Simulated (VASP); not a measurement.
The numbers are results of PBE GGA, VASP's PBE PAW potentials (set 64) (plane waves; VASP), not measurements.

VASP ran on this input.

**KPOINTS**
```
Automatic mesh
0
Gamma
1 1 1
```

### INCAR
```
SYSTEM = Cd31Te33
PREC = Normal
ENCUT = 400
EDIFF = 1E-5
NELM = 100
ALGO = Fast
LREAL = Auto
LASPH = .TRUE.
ISMEAR = 0
SIGMA = 0.05
GGA = PE
LMAXMIX = 4
LWAVE = .FALSE.
LCHARG = .FALSE.
NELMIN = 4
ISYM = 0
NELECT = 568.0
IBRION = 2
ISIF = 2
NSW = 60
EDIFFG = -0.03
```

File POSCAR:
```
Cd31Te33
1
   13.2498873621     0.0000000000     0.0000000000
    0.0000000000    13.2498873621    -0.0000000000
   -0.0000000000    -0.0000000000    13.2498873621
Cd Te
31 33
Direct
  0.5000000000   0.0000000000   0.0000000000
  0.7500000000   0.2500000000   0.0000000000
  0.7500000000   0.0000000000   0.2500000000
  0.0000000000   0.0000000000   0.0000000000
  0.2500000000   0.2500000000   0.0000000000
  0.5000000000   0.5000000000   0.0000000000
  0.7500000000   0.7500000000   0.0000000000
  0.2500000000   0.0000000000   0.2500000000
  0.5000000000   0.2500000000   0.2500000000
  0.7500000000   0.5000000000   0.2500000000
  0.5000000000   0.0000000000   0.5000000000
  0.7500000000   0.2500000000   0.5000000000
  0.7500000000   0.0000000000   0.7500000000
  0.0000000000   0.5000000000   0.0000000000
  0.2500000000   0.7500000000   0.0000000000
  0.0000000000   0.2500000000   0.2500000000
  0.2500000000   0.5000000000   0.2500000000
  0.5000000000   0.7500000000   0.2500000000
  0.0000000000   0.0000000000   0.5000000000
  0.2500000000   0.2500000000   0.5000000000
  0.7500000000   0.7500000000   0.5000000000
  0.2500000000   0.0000000000   0.7500000000
  0.5000000000   0.2500000000   0.7500000000
  0.7500000000   0.5000000000   0.7500000000
  0.0000000000   0.7500000000   0.2500000000
  0.0000000000   0.5000000000   0.5000000000
  0.2500000000   0.7500000000   0.5000000000
  0.0000000000   0.2500000000   0.7500000000
  0.2500000000   0.5000000000   0.7500000000
  0.5000000000   0.7500000000   0.7500000000
  0.0000000000   0.7500000000   0.7500000000
  0.6250000000   0.1250000000   0.1250000000
  0.8750000000   0.3750000000   0.1250000000
  0.8750000000   0.1250000000   0.3750000000
  0.1250000000   0.1250000000   0.1250000000
  0.3750000000   0.3750000000   0.1250000000
  0.6250000000   0.6250000000   0.1250000000
  0.8750000000   0.8750000000   0.1250000000
  0.3750000000   0.1250000000   0.3750000000
  0.6253600000   0.3786060000   0.3780660000
  0.8750000000   0.6250000000   0.3750000000
  0.6250000000   0.1250000000   0.6250000000
  0.8750000000   0.3750000000   0.6250000000
  0.8750000000   0.1250000000   0.8750000000
  0.1250000000   0.6250000000   0.1250000000
  0.3750000000   0.8750000000   0.1250000000
  0.1250000000   0.3750000000   0.3750000000
  0.3758160000   0.6264730000   0.3753110000
  0.6250000000   0.8750000000   0.3750000000
  0.1250000000   0.1250000000   0.6250000000
  0.3759370000   0.3786140000   0.6262780000
  0.4995900000   0.4978740000   0.5029760000
  0.6231640000   0.6218400000   0.6263410000
  0.8750000000   0.8750000000   0.6250000000
  0.3750000000   0.1250000000   0.8750000000
  0.6250000000   0.3750000000   0.8750000000
  0.8750000000   0.6250000000   0.8750000000
  0.1250000000   0.8750000000   0.3750000000
  0.1250000000   0.6250000000   0.6250000000
  0.3750000000   0.8750000000   0.6250000000
  0.1250000000   0.3750000000   0.8750000000
  0.3750000000   0.6250000000   0.8750000000
  0.6250000000   0.8750000000   0.8750000000
  0.1250000000   0.8750000000   0.8750000000
```

POTCAR, in this order: Cd Te (PBE.64 set). Program: vasp_gam.

What VASP printed:

**OSZICAR**
```
...
RMM:  11    -0.156297587331E+03   -0.91113E-03   -0.37120E-03   704   0.942E-02    0.136E-01
RMM:  12    -0.156297499845E+03    0.87486E-04   -0.60757E-04   684   0.359E-02    0.480E-02
RMM:  13    -0.156297526778E+03   -0.26933E-04   -0.13543E-04   553   0.175E-02    0.445E-02
RMM:  14    -0.156297525626E+03    0.11517E-05   -0.50012E-05   500   0.119E-02
   1 F= -.15629753E+03 E0= -.15629753E+03  d E =-.156298E+03
       N       E                     dE             d eps       ncg     rms          rms(c)
DAV:   1    -0.156468388104E+03   -0.17086E+00   -0.67678E+01   720   0.117E+01    0.181E+00
RMM:   2    -0.156509588945E+03   -0.41201E-01   -0.49140E-01   680   0.112E+00    0.702E-01
RMM:   3    -0.156514995893E+03   -0.54069E-02   -0.66574E-02   680   0.419E-01    0.431E-01
RMM:   4    -0.156515066813E+03   -0.70920E-04   -0.11491E-02   684   0.165E-01    0.198E-01
RMM:   5    -0.156515187437E+03   -0.12062E-03   -0.21487E-03   682   0.738E-02    0.637E-02
RMM:   6    -0.156515217737E+03   -0.30300E-04   -0.37588E-04   644   0.291E-02    0.290E-02
RMM:   7    -0.156515227669E+03   -0.99322E-05   -0.10244E-04   587   0.146E-02    0.172E-02
RMM:   8    -0.156515229159E+03   -0.14894E-05   -0.17039E-05   426   0.617E-03
   2 F= -.15651523E+03 E0= -.15651523E+03  d E =-.217704E+00
       N       E                     dE             d eps       ncg     rms          rms(c)
DAV:   1    -0.156389157996E+03    0.12607E+00   -0.45364E+02   688   0.309E+01    0.447E+00
RMM:   2    -0.156686564845E+03   -0.29741E+00   -0.34962E+00   680   0.332E+00    0.172E+00
RMM:   3    -0.156721569729E+03   -0.35005E-01   -0.43493E-01   681   0.111E+00    0.119E+00
RMM:   4    -0.156721907273E+03   -0.33754E-03   -0.66680E-02   684   0.432E-01    0.736E-01
RMM:   5    -0.156721794740E+03    0.11253E-03   -0.18304E-02   682   0.212E-01    0.119E-01
RMM:   6    -0.156721986532E+03   -0.19179E-03   -0.28109E-03   697   0.798E-02    0.805E-02
RMM:   7    -0.156722045915E+03   -0.59384E-04   -0.83380E-04   692   0.429E-02    0.631E-02
RMM:   8    -0.156722063232E+03   -0.17316E-04   -0.15012E-04   597   0.180E-02    0.186E-02
RMM:   9    -0.156722066847E+03   -0.36154E-05   -0.31791E-05   461   0.830E-03
   3 F= -.15672207E+03 E0= -.15672207E+03  d E =-.424541E+00
       N       E                     dE             d eps       ncg     rms          rms(c)
DAV:   1    -0.156721832695E+03    0.23054E-03   -0.18810E+00   712   0.204E+00    0.266E-01
RMM:   2    -0.156722940558E+03   -0.11079E-02   -0.13402E-02   680   0.189E-01    0.107E-01
RMM:   3    -0.156723090860E+03   -0.15030E-03   -0.18408E-03   680   0.720E-02    0.712E-02
RMM:   4    -0.156723085356E+03    0.55041E-05   -0.31065E-04   655   0.278E-02    0.256E-02
RMM:   5    -0.156723090287E+03   -0.49309E-05   -0.62885E-05   567   0.125E-02
   4 F= -.15672309E+03 E0= -.15672309E+03  d E =-.425565E+00
       N       E                     dE             d eps       ncg     rms          rms(c)
DAV:   1    -0.156753010909E+03   -0.29926E-01   -0.27975E+01   688   0.823E+00    0.106E+00
RMM:   2    -0.156769716314E+03   -0.16705E-01   -0.20196E-01   680   0.783E-01    0.296E-01
RMM:   3    -0.156772086563E+03   -0.23702E-02   -0.28054E-02   680   0.298E-01    0.223E-01
RMM:   4    -0.156772067121E+03    0.19442E-04   -0.44242E-03   682   0.114E-01    0.129E-01
RMM:   5    -0.156772102198E+03   -0.35077E-04   -0.12270E-03   682   0.567E-02    0.323E-02
RMM:   6    -0.156772119865E+03   -0.17667E-04   -0.26040E-04   669   0.227E-02    0.249E-02
RMM:   7    -0.156772124517E+03   -0.46523E-05   -0.44187E-05   497   0.102E-02
   5 F= -.15677212E+03 E0= -.15677212E+03  d E =-.490342E-01
       N       E                     dE             d eps       ncg     rms          rms(c)
DAV:   1    -0.156739547238E+03    0.32573E-01   -0.82737E+01   688   0.141E+01    0.183E+00
RMM:   2    -0.156789486645E+03   -0.49939E-01   -0.60249E-01   680   0.136E+00    0.509E-01
RMM:   3    -0.156796507054E+03   -0.70204E-02   -0.82947E-02   680   0.510E-01    0.385E-01
RMM:   4    -0.156796519921E+03   -0.12867E-04   -0.12936E-02   682   0.197E-01    0.243E-01
RMM:   5    -0.156796561810E+03   -0.41888E-04   -0.38772E-03   682   0.100E-01    0.540E-02
RMM:   6    -0.156796615619E+03   -0.53809E-04   -0.78599E-04   700   0.389E-02    0.449E-02
RMM:   7    -0.156796628351E+03   -0.12732E-04   -0.13835E-04   630   0.180E-02    0.269E-02
RMM:   8    -0.156796631364E+03   -0.30127E-05   -0.25587E-05   445   0.779E-03
   6 F= -.15679663E+03 E0= -.15679663E+03  d E =-.735411E-01
       N       E                     dE             d eps       ncg     rms          rms(c)
DAV:   1    -0.156795949874E+03    0.67848E-03   -0.28356E+00   720   0.261E+00    0.333E-01
RMM:   2    -0.156797639018E+03   -0.16891E-02   -0.20340E-02   680   0.246E-01    0.927E-02
RMM:   3    -0.156797877535E+03   -0.23852E-03   -0.28334E-03   680   0.943E-02    0.699E-02
RMM:   4    -0.156797873757E+03    0.37781E-05   -0.44695E-04   680   0.362E-02    0.389E-02
RMM:   5    -0.156797877449E+03   -0.36920E-05   -0.12053E-04   629   0.178E-02    0.996E-03
RMM:   6    -0.156797879168E+03   -0.17192E-05   -0.25654E-05   442   0.721E-03
   7 F= -.15679788E+03 E0= -.15679788E+03  d E =-.747889E-01
       N       E                     dE             d eps       ncg     rms          rms(c)
DAV:   1    -0.156802153776E+03   -0.42763E-02   -0.81626E+00   688   0.449E+00    0.531E-01
RMM:   2    -0.156806995827E+03   -0.48421E-02   -0.57445E-02   680   0.422E-01    0.132E-01
RMM:   3    -0.156807728774E+03   -0.73295E-03   -0.80785E-03   680   0.161E-01    0.110E-01
RMM:   4    -0.156807748760E+03   -0.19987E-04   -0.11959E-03   684   0.612E-02    0.720E-02
RMM:   5    -0.156807757889E+03   -0.91287E-05   -0.34559E-04   673   0.314E-02    0.151E-02
RMM:   6    -0.156807761553E+03   -0.36635E-05   -0.69765E-05   537   0.124E-02
   8 F= -.15680776E+03 E0= -.15680776E+03  d E =-.988238E-02
       N       E                     dE             d eps       ncg     rms          rms(c)
DAV:   1    -0.156807823375E+03   -0.65486E-04   -0.45069E+00   720   0.333E+00    0.387E-01
RMM:   2    -0.156810515508E+03   -0.26921E-02   -0.31740E-02   680   0.313E-01    0.973E-02
RMM:   3    -0.156810921155E+03   -0.40565E-03   -0.44519E-03   680   0.120E-01    0.861E-02
RMM:   4    -0.156810930942E+03   -0.97876E-05   -0.66101E-04   684   0.454E-02    0.552E-02
RMM:   5    -0.156810937364E+03   -0.64222E-05   -0.19635E-04   666   0.236E-02    0.116E-02
RMM:   6    -0.156810939079E+03   -0.17145E-05   -0.40080E-05   481   0.939E-03
   9 F= -.15681094E+03 E0= -.15681094E+03  d E =-.130599E-01
       N       E                     dE             d eps       ncg     rms          rms(c)
DAV:   1    -0.156810928748E+03    0.86163E-05   -0.21571E-01   736   0.730E-01    0.810E-02
RMM:   2    -0.156811059972E+03   -0.13122E-03   -0.15230E-03   680   0.685E-02    0.215E-02
RMM:   3    -0.156811079699E+03   -0.19727E-04   -0.21235E-04   671   0.261E-02    0.209E-02
RMM:   4    -0.156811080183E+03   -0.48357E-06   -0.31919E-05   455   0.989E-03
  10 F= -.15681108E+03 E0= -.15681108E+03  d E =-.132010E-01
       N       E                     dE             d eps       ncg     rms          rms(c)
DAV:   1    -0.156811443775E+03   -0.36408E-03   -0.50572E+00   688   0.356E+00    0.362E-01
RMM:   2    -0.156813943729E+03   -0.25000E-02   -0.29997E-02   680   0.315E-01    0.941E-02
RMM:   3    -0.156814323466E+03   -0.37974E-03   -0.42579E-03   680   0.120E-01    0.752E-02
RMM:   4    -0.156814319763E+03    0.37027E-05   -0.61771E-04   682   0.452E-02    0.471E-02
RMM:   5    -0.156814321620E+03   -0.18567E-05   -0.18005E-04   667   0.230E-02    0.118E-02
RMM:   6    -0.156814323215E+03   -0.15948E-05   -0.34858E-05   460   0.907E-03
  11 F= -.15681432E+03 E0= -.15681432E+03  d E =-.324303E-02
```

OUTCAR:
```
------------------------ aborting loop because EDIFF is reached ----------------------------------------
  FORCE on cell =-STRESS in cart. coord.  units (eV):
  Direction    XX          YY          ZZ          XY          YZ          ZX
  --------------------------------------------------------------------------------------
  Total      -12.9816484    -12.9646435    -12.9977211     -0.0086418     -0.0029417     -0.0340003
  in kB       -8.9413658     -8.9296534     -8.9524363     -0.0059522     -0.0020261     -0.0234184
  external PRESSURE =      -8.9411518 kB  Pullay stress =       0.0000000 kB
  volume of cell :     2326.14
      direct lattice vectors                 reciprocal lattice vectors
    13.249887362  0.000000000  0.000000000     0.075472340  0.000000000  0.000000000
     0.000000000 13.249887362  0.000000000     0.000000000  0.075472340  0.000000000
     0.000000000  0.000000000 13.249887362     0.000000000  0.000000000  0.075472340
  FREE ENERGIE OF THE ION-ELECTRON SYSTEM (eV)
  ---------------------------------------------------
  free  energy   TOTEN  =      -156.8143232146 eV

  energy  without entropy=     -156.8143232146  energy(sigma->0) =     -156.81432321

 reached required accuracy - stopping structural energy minimisation
```
(Selected blocks of OUTCAR.)

File CONTCAR:
```
Cd31Te33
   1.00000000000000
    13.2498873621000008    0.0000000000000000    0.0000000000000000
     0.0000000000000000   13.2498873621000008    0.0000000000000000
     0.0000000000000000    0.0000000000000000   13.2498873621000008
  Cd              Te
    31    33
Direct
     0.4999592929417865    0.0001380928539712    0.0001324675820824
     0.7505763879406423    0.2492552781200614    0.9998105788811096
     0.7505236234114263    0.9996797643951634    0.2494495217078455
     0.9999891230440214    0.0000052655923102    0.9999988024851281
     0.2495746982789628    0.2494660109739588    0.0005556600152091
     0.4999580671739964    0.4998667610397500    0.0001751876463210
     0.7505378634094537    0.7506089607984665    0.0003476364703876
     0.2495272233263527    0.0004772699025014    0.2495655812653857
     0.4947051944972017    0.2456426030908726    0.2456961630184330
     0.7552226624956512    0.5060230013655930    0.2448967899789274
     0.4998960603653923    0.9999870961639840    0.4999023553189207
     0.7550255447820629    0.2448710484104003    0.5058182908378147
     0.7506344997366995    0.0003371636157238    0.7505848648755761
     0.9999773259560159    0.4999789393007644    0.0001888781707657
     0.2493337302739405    0.7506222811760980    0.9998358683149593
     0.0004515556671747    0.2494876250517632    0.2495311302559292
     0.2452320836445994    0.4943903485838494    0.2452108743158091
     0.5059134113823460    0.7552515925772936    0.2449197526848280
     0.9999269081377908    0.9999851078207689    0.5001313842967533
     0.2453691836731101    0.2452951462416536    0.4945012287444986
     0.7546123838561842    0.7546206934299791    0.4945386893674104
     0.2493160106116042    0.9997221867366142    0.7505635065029367
     0.5057136475660133    0.2448274869832562    0.7551954535980879
     0.7554527419210885    0.4939065311189705    0.7554780954554217
     0.9996718840006683    0.7505580536210436    0.2494825342952181
     0.0000934276792783    0.4999086783051836    0.4998582360928533
     0.2448700261016266    0.7551975857021567    0.5057528805626234
     0.9997494348484578    0.2493027668774575    0.7505633939445021
     0.2443160120068896    0.5063061394657320    0.7557343048689423
     0.4941787043682884    0.7551950453455030    0.7551429459441117
     0.0002657280728088    0.7507447018498639    0.7505051718763370
     0.6255630564223714    0.1255963029567246    0.1256990069587171
     0.8745226524202668    0.3742162615473556    0.1255793007754823
     0.8745412034846111    0.1255030697985251    0.3742547774528677
     0.1250738774354950    0.1250504016839125    0.1251001178186887
     0.3754261309977907    0.3752566914372858    0.1239028622740102
     0.6246862468295036    0.6246828331005011    0.1236036859386402
     0.8749380686102605    0.8749540858828017    0.1250850133064806
     0.3754246376465882    0.1239027448709298    0.3753675782965848
     0.6295496110185508    0.3711025292400284    0.3710664959960046
     0.8763608214785962    0.6247471432765921    0.3754885359254974
     0.6246205008815380    0.1235913798235291    0.6246946049929194
     0.8764946723213256    0.3752551137605105    0.6246648880533537
     0.8749359316047860    0.1250587725750903    0.8749566310387572
     0.1254582160300290    0.6256930084720839    0.1255663289891057
     0.3742214597456114    0.8747164752646122    0.1255237618283335
     0.1238476008074183    0.3752843378944127    0.3754225791864291
     0.3706078081399038    0.6297802679424259    0.3705739944991165
     0.6247745964735814    0.8763597178283846    0.3754854903874144
     0.1255329601963758    0.1255273163056112    0.6256786411037031
     0.3700665011122728    0.3707445729696442    0.6305410210084010
     0.4997120628101435    0.4999581774039987    0.5004112114096863
     0.6293281347460055    0.6291346507679246    0.6300067066944867
     0.8744002860547071    0.8745162742279442    0.6257212442768554
     0.3741826324639419    0.1254516869973851    0.8746212088678346
     0.6246591632292295    0.3752131101877291    0.8765335615834513
     0.8747076383815783    0.6258082702571923    0.8746709490515036
     0.1254285923221348    0.8747362256939040    0.3742389393298499
     0.1235064471581233    0.6247726255726088    0.6246602847600430
     0.3752711621552971    0.8764549751641192    0.6247441118684088
     0.1253114721756717    0.3741957103617882    0.8747868856087643
     0.3753397342813327    0.6247800605275293    0.8766562004520967
     0.6257456202903331    0.8747496235847346    0.8746302290509290
     0.1250530591030922    0.8749533561114671    0.8749669218404471
```

The cell is charged, with a uniform compensating background. The supercell is sampled at Γ alone, which is coarse: total energies, pressure and levels can be off, energies of defects by several tenths of an eV.

The cell is a supercell with a defect, built from CdTe (zinc blende): Te_Cd, charge +2. The run is not spin-polarised, so no state with unpaired spins was tried.
